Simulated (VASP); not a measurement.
All values below come from PBEsol GGA, VASP's PBE PAW potentials (set 64) (plane waves; VASP).

VASP ran on this input.

**POSCAR**
```
Cd4STe3
6.3148630
  1.0000000454   0.0000000000   0.0000000000
  0.0000000000   1.0000000454   0.0000000000
  0.0000000000   0.0000000000   1.0000000454
Cd Te S
4 3 1
Cartesian
  0.0151917755   0.9848082699   0.9848082699
  0.4848082472   0.5151917982   0.9848082699
  0.4848082472   0.9848082699   0.5151917982
  0.0151917755   0.5151917982   0.5151917982
  0.2500000113   0.2500000113   0.2500000113
  0.7500000340   0.7500000340   0.2500000113
  0.7500000340   0.2500000113   0.7500000340
  0.2500000113   0.7500000340   0.7500000340
```

### KPOINTS
```
Automatic mesh
0
Gamma
4 4 4
0 0 0
```

**INCAR**
```
SYSTEM = Cd4STe3
PREC = Accurate
ENCUT = 400
EDIFF = 1E-7
NELM = 100
ALGO = Normal
LREAL = .FALSE.
LASPH = .TRUE.
ISMEAR = -5
GGA = PS
LMAXMIX = 4
LWAVE = .FALSE.
LCHARG = .TRUE.
LORBIT = 11
NEDOS = 601
ISIF = 2
LEFG = .TRUE.
```

POTCAR, in this order: Cd Te S (PBE.64 set). Program: vasp_std.

The resulting files:

OSZICAR:
```
       N       E                     dE             d eps       ncg     rms          rms(c)
DAV:   1     0.421336584181E+03    0.42134E+03   -0.28885E+04   860   0.120E+03
DAV:   2     0.350655156672E+00   -0.42099E+03   -0.41357E+03   965   0.317E+02
DAV:   3    -0.240240828411E+02   -0.24375E+02   -0.24278E+02   996   0.776E+01
DAV:   4    -0.243806066167E+02   -0.35652E+00   -0.35611E+00  1021   0.843E+00
DAV:   5    -0.243857381512E+02   -0.51315E-02   -0.51300E-02   991   0.990E-01    0.125E+01
DAV:   6    -0.231307117687E+02    0.12550E+01   -0.31400E+00  1022   0.139E+01    0.994E+00
DAV:   7    -0.230790294223E+02    0.51682E-01   -0.10958E+00   926   0.421E+00    0.415E+00
DAV:   8    -0.230681515038E+02    0.10878E-01   -0.13789E-01  1044   0.293E+00    0.798E-01
DAV:   9    -0.230665484851E+02    0.16030E-02   -0.23007E-02   945   0.119E+00    0.334E-01
DAV:  10    -0.230666922656E+02   -0.14378E-03   -0.32787E-03   964   0.286E-01    0.122E-01
DAV:  11    -0.230666299453E+02    0.62320E-04   -0.51006E-04  1002   0.115E-01    0.497E-02
DAV:  12    -0.230666587931E+02   -0.28848E-04   -0.16230E-04   932   0.442E-02    0.320E-02
DAV:  13    -0.230666716161E+02   -0.12823E-04   -0.21908E-05   904   0.297E-02    0.114E-02
DAV:  14    -0.230666724288E+02   -0.81275E-06   -0.19472E-05  1009   0.293E-02    0.572E-03
DAV:  15    -0.230666716480E+02    0.78085E-06   -0.42787E-06   985   0.105E-02    0.488E-03
DAV:  16    -0.230666717297E+02   -0.81716E-07   -0.75279E-07   785   0.333E-03
   1 F= -.23066672E+02 E0= -.23066672E+02  d E =0.000000E+00
```

File OUTCAR:
```
------------------------ aborting loop because EDIFF is reached ----------------------------------------
  FORCE on cell =-STRESS in cart. coord.  units (eV):
  Direction    XX          YY          ZZ          XY          YZ          ZX
  --------------------------------------------------------------------------------------
  Total        0.0551167      0.0551167      0.0551167     -0.0000000     -0.0000000     -0.0000000
  in kB        0.3506726      0.3506726      0.3506726     -0.0000000     -0.0000000     -0.0000000
  external PRESSURE =       0.3506726 kB  Pullay stress =       0.0000000 kB
  volume of cell :      251.82
      direct lattice vectors                 reciprocal lattice vectors
     6.314863286  0.000000000  0.000000000     0.158356556  0.000000000  0.000000000
     0.000000000  6.314863286  0.000000000     0.000000000  0.158356556  0.000000000
     0.000000000  0.000000000  6.314863286     0.000000000  0.000000000  0.158356556
 POSITION                                       TOTAL-FORCE (eV/Angst)
 -----------------------------------------------------------------------------------
      0.09593      6.21893      6.21893        -0.008463      0.008463      0.008463
      3.06150      3.25337      6.21893         0.008463     -0.008463      0.008463
      3.06150      6.21893      3.25337         0.008463      0.008463     -0.008463
      0.09593      3.25337      3.25337        -0.008463     -0.008463     -0.008463
      1.57872      1.57872      1.57872        -0.000000     -0.000000     -0.000000
      4.73615      4.73615      1.57872        -0.000000     -0.000000     -0.000000
      4.73615      1.57872      4.73615        -0.000000     -0.000000     -0.000000
      1.57872      4.73615      4.73615        -0.000000     -0.000000     -0.000000
 -----------------------------------------------------------------------------------
    total drift:                                0.000000      0.000000      0.000000
  FREE ENERGIE OF THE ION-ELECTRON SYSTEM (eV)
  ---------------------------------------------------
  free  energy   TOTEN  =       -23.0666717297 eV

  energy  without entropy=      -23.0666717297  energy(sigma->0) =      -23.06667173

 total charge

# of ion       s       p       d       tot
------------------------------------------
    1        0.463   0.320   9.532  10.314
    2        0.463   0.320   9.532  10.314
    3        0.463   0.320   9.532  10.314
    4        0.463   0.320   9.532  10.314
    5        1.352   2.058   0.022   3.432
    6        1.352   2.058   0.022   3.432
    7        1.352   2.058   0.022   3.432
    8        1.323   2.340   0.000   3.663
--------------------------------------------------
tot          7.228   9.794  38.193  55.215

 Electric field gradients after diagonalization (V/A^2)
 (convention: |V_zz| > |V_xx| > |V_yy|)
----------------------------------------------------------------------
 ion       V_xx      V_yy      V_zz     asymmetry (V_yy - V_xx)/ V_zz
----------------------------------------------------------------------
   1       3.904     3.904    -7.809       0.000
   2       3.904     3.904    -7.809       0.000
   3       3.904     3.904    -7.809       0.000
   4       3.904     3.904    -7.809       0.000
   5      48.170    48.170   -96.340       0.000
   6      48.170    48.170   -96.340       0.000
   7      48.170    48.170   -96.340       0.000
   8      -0.000    -0.000    -0.000      -0.072
```
(Selected blocks of OUTCAR.)

The structure was generated: Cd4STe3 was put into an ordered model structure (P-43m), which need not be its known phase. It was relaxed first.
